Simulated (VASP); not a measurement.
Crystal: VMoS3.

```
V Mo S
1.0
     4.75614    0.00000    0.00000
     0.00000    4.75614    0.00000
     0.00000    0.00000    4.75614
V Mo S
1 1 3
Direct
  0.50000 0.50000 0.50000
  0.00000 0.00000 0.00000
  0.00000 0.50000 0.50000
  0.50000 0.00000 0.50000
  0.50000 0.50000 0.00000
```

The cell was built by a generator and needn't be a form met in nature.

| Property | Result |
| --- | --- |
| Program | VASP 6.6.1 |
| Task | relaxation of cell and atoms |
| Functional | PBE |
| Potentials or basis | VASP PAW PBE potentials, release 64 (V_sv, Mo_sv, S) |
| Cutoff | 520 eV |
| k mesh | 3 × 3 × 3 |
| Occupations | gaussian, width 0.15 eV |
| Spin | collinear spin, ferromagnetic start |
| Starting moments | [2.0, 1.0, 0.0, 0.0, 0.0] μB |

At the start: pressure -8.9 GPa; volume 21.52 Å³/atom.

**Question.** How do energy, volume and symmetry change on relaxing?

**Answer.** Over 3 steps the energy falls by 76.3 meV/atom and the volume is 18.98 Å³/atom (-11.8 %); space group Pm-3m (No. 221, to 0.05 Å); moment 4.33 μB per cell.

The path:
```csv
step,energy change (eV),largest force (eV/Å),pressure (GPa),volume (Å³)
1,0.0000,0.0000,-8.94,107.59
2,-0.3084,0.0000,4.90,89.95
3,-0.3815,0.0000,0.28,94.90
```

Final structure:
```yaml
crystal:
  lattice:
    - [4.56137, 0.00000, 0.00000]
    - [0.00000, 4.56137, 0.00000]
    - [0.00000, 0.00000, 4.56137]
  atoms:
    - { symbol: V, position: [0.50000, 0.50000, 0.50000] }
    - { symbol: Mo, position: [0.00000, 0.00000, 0.00000] }
    - { symbol: S, position: [0.00000, 0.50000, 0.50000] }
    - { symbol: S, position: [0.50000, 0.00000, 0.50000] }
    - { symbol: S, position: [0.50000, 0.50000, 0.00000] }
```

Caveat: the k mesh is coarse (spacing up to 0.44 Å⁻¹), so the values aren't converged; the relaxation stopped at a loose force limit of 0.08 eV/Å, so its end isn't a converged minimum.
